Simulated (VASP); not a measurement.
Wanted: the native input for a VASP 6.6.1 run.

```
Task                   : core levels
Functional             : PBEsol
Potentials or basis    : VASP PAW PBE potentials, release 64 (Pt)
Cutoff                 : 520 eV
k mesh                 : 4 × 4 × 4
Occupations            : methfessel-paxton, width 0.1 eV
Spin                   : no spin polarisation
Further INCAR settings : ALGO = Normal; EDIFF = 1e-06
```

The structure of Pt lies in POSCAR:

```
Pt
1.0
    0.0000000000      3.9218000000      3.9218000000
    3.9218000000      0.0000000000      3.9218000000
    3.9218000000      3.9218000000      0.0000000000
Pt
8
Direct
    0.0000000000      0.0000000000      0.0000000000
    0.0000000000      0.0000000000      0.5000000000
    0.0000000000      0.5000000000      0.0000000000
    0.0000000000      0.5000000000      0.5000000000
    0.5000000000      0.0000000000      0.0000000000
    0.5000000000      0.0000000000      0.5000000000
    0.5000000000      0.5000000000      0.0000000000
    0.5000000000      0.5000000000      0.5000000000
```

One way to write it, as run:

INCAR

```
SYSTEM = Pt
PREC = Accurate
ENCUT = 520
EDIFF = 1E-6
ISMEAR = 1
SIGMA = 0.1
LREAL = .False.
LASPH = .True.
NELM = 100
ALGO = Normal
ISIF = 2
LWAVE = .False.
LCHARG = .False.
GGA = PS
ICORELEVEL = 1
KPAR = 4
```

KPOINTS

```
Automatic mesh
0
Gamma
  4 4 4
  0 0 0
```

Potentials or basis: VASP PAW PBE potentials, release 64 (Pt).

Command:

```console
$ cat potpaw_PBE.64/Pt/POTCAR > POTCAR
$ mpirun -np 4 vasp_std > vasp.out
```

Results of the run:

```json
{"Pressure": "-2.0 GPa", "Band gap on the k mesh": "none (metal or under the smearing width)"}
```

Caveat: the PAW data sets were made with another functional, which shifts forces and pressure a little.

It took 21 s on 4 MPI ranks on Intel(R) Xeon(R) Platinum 8259CL CPU @ 2.50GHz (Skylake/Cascade Lake), with other jobs on the host, peak memory 0.25 GiB a rank.
